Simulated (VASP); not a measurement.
```
CELL_PARAMETERS angstrom
      3.35453     0.00000     0.00000
     -1.67727     2.90511     0.00000
      0.00000     0.00000     5.47016
ATOMIC_POSITIONS crystal
  Sb 0.33333 0.66667 0.25000
  Sb 0.66667 0.33333 0.75000
```

All values below come from r2SCAN meta-GGA, VASP's PBE PAW potentials (set 64) (plane waves; VASP 6.6.1). Run with 400 eV cut-off, 11×11×6 Γ-centred mesh, first-order Methfessel-Paxton smearing of 0.10 eV, potentials Sb.

The ions, cell shape and volume are relaxed. Give the cell that the relaxation ends in.

```
CELL_PARAMETERS angstrom
      3.34119     0.00000     0.00000
     -1.67059     2.89355     0.00000
      0.00000     0.00000     5.56977
ATOMIC_POSITIONS crystal
  Sb 0.33333 0.66667 0.25000
  Sb 0.66667 0.33333 0.75000
```
Space group P6_3/mmc (194), at a tolerance of 0.03 Å.

How do energy and volume change from the first to the last step?

The energy (σ→0) changes by -1.9 meV/atom and the volume by +1.0 %, in 12 ionic steps.

The structure comes from a computed database's Sb entry (P6_3/mmc); how it stands against other phases isn't given here. This run relaxes it. Symmetry was kept, so distortions that lower it aren't found.
